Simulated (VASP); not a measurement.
Consider the following.

```xyz
2
Lattice="0.0000 2.4400 2.4400 2.4400 0.0000 2.4400 2.4400 2.4400 0.0000" Properties=species:S:1:pos:R:3 pbc="T T T"
Y      0.0000     0.0000     0.0000
N      2.4400     2.4400     2.4400
```

Method: TPSS meta-GGA, VASP's PBE PAW potentials (set 64) (plane waves; VASP). Settings: 520 eV cut-off, 8×8×8 Γ-centred mesh, Gaussian smearing of 0.050 eV, potentials Y_sv N.

### Question
The ions, cell shape and volume are relaxed. What does this cell relax into?

### Answer

```xyz
2
Lattice="0.0000 2.4499 2.4499 2.4499 0.0000 2.4499 2.4499 2.4499 0.0000" Properties=species:S:1:pos:R:3 pbc="T T T"
Y      0.0000     0.0000     0.0000
N      2.4499     2.4499     2.4499
```
Space group Fm-3m (225), at a tolerance of 0.03 Å.

### Question
How do energy and volume change from the first to the last step?

### Answer
The energy (σ→0) changes by -1.1 meV/atom and the volume by +1.2 %, in 3 ionic steps.

```
step  E(σ→0) (eV)  max force (eV/Å)  pressure (GPa)  volume (Å³)
----  -----------  ----------------  --------------  -----------
1        -28.9794             0.000            2.04        29.05
2        -28.9785             0.000           -2.35        29.84
3        -28.9817             0.000           -0.01        29.41
```

The compound is YN in the rock salt structure. This run relaxes it. Symmetry was kept, so distortions that lower it aren't found.
